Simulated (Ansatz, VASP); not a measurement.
## Two plane-wave programs on RbNa2NiO2

Contents of INCAR:

```
ALGO = Normal
EDIFF = 1E-7
ENCUT = 520
GGA = PE
ISIF = 2
ISMEAR = -1
ISPIN = 2
LASPH = True
LCHARG = False
LMAXMIX = 4
LORBIT = 11
LREAL = False
LWAVE = False
MAGMOM = 0 1 0 0 0 0
NBANDS = 36
NELM = 150
PREC = Accurate
SIGMA = 0.05
```

The input KPOINTS:

```
k-points
0
Gamma
  8 8 8
```

POSCAR

```
RbNa2NiO2
1.0
   -2.2922040422      2.2922040422      4.7896600641
    2.2922040422     -2.2922040422      4.7896600641
    2.2922040422      2.2922040422     -4.7896600641
Rb Ni Na O
1 1 2 2
Direct
    0.0000000000      0.0000000000      0.0000000000
    0.5000000000      0.5000000000      0.0000000000
    0.7500000000      0.2500000000      0.5000000000
    0.2500000000      0.7500000000      0.5000000000
    0.3171210000      0.3171210000      0.0000000000
    0.6828790000      0.6828790000      0.0000000000
```

The input input.yaml:

```yaml
crystal:
  lattice:
    - [-2.2922040422, 2.2922040422, 4.7896600641]
    - [2.2922040422, -2.2922040422, 4.7896600641]
    - [2.2922040422, 2.2922040422, -4.7896600641]
  atoms:
    - { symbol: Rb, position: [0.0, 0.0, 0.0] }
    - { symbol: Ni, position: [0.5, 0.5, 0.0], spin: 1.0 }
    - { symbol: Na, position: [0.75, 0.25, 0.5] }
    - { symbol: Na, position: [0.25, 0.75, 0.5] }
    - { symbol: O, position: [0.317121, 0.317121, 0.0] }
    - { symbol: O, position: [0.682879, 0.682879, 0.0] }
hamiltonian:
  xc: pbe
  pseudopotentials: { kind: paw }
magnetization:
  spin_polarized: true
kpoints:
  mp_grid: { grid: [8, 8, 8] }
scf:
  occupations: { method: fermi_dirac, width: 0.05 }
output:
  forces: true
  stress: true
  eigenvalues: true
```

Change from the starting cell: volume scaled by 0.96.

Alike in both runs: task single point; functional PBE; k mesh 8 × 8 × 8; occupations fermi-dirac, width 0.05 eV; collinear spin, ferromagnetic start.

```csv
,VASP,Ansatz
version,VASP 6.6.1,Ansatz 0.2.0
potentials or method,"VASP PAW PBE potentials, release 64 (Rb_sv, Ni, Na_pv, O)",Ansatz PAW
plane-wave cutoff (eV),520,420
valence electrons in the cell,45,57
```

```csv
,VASP,Ansatz,Ansatz less VASP
gap on the k mesh at the Fermi level (eV),none,none,-
pressure (GPa),2.7,2.6,-0.12
largest component of the traceless stress (GPa),1.22,0.95,-0.261
rms of the force components (eV/Å),0.154,0.135,-0.0192
net moment per atom (μB),0.17,0.17,0.000
size of the moment on the site where the two differ most (μB),0.74,0.71,-0.030
```

Site moments also hang on the region over which each program counts them. Atom by atom the forces differ by 0.019 eV/Å (rms over components). A gap of «none» marks a metal or a gap that the smearing closes. With one functional, cell and mesh, what is left measures potentials, basis and numerics. The two sets of potentials don't hold the same shells in valence.

Caveats: a cell with one magnetic atom can't hold antiferromagnetic order, which such compounds often take; semilocal functionals often make such compounds metallic where correlation or magnetic order opens a gap, which also shifts bond lengths.
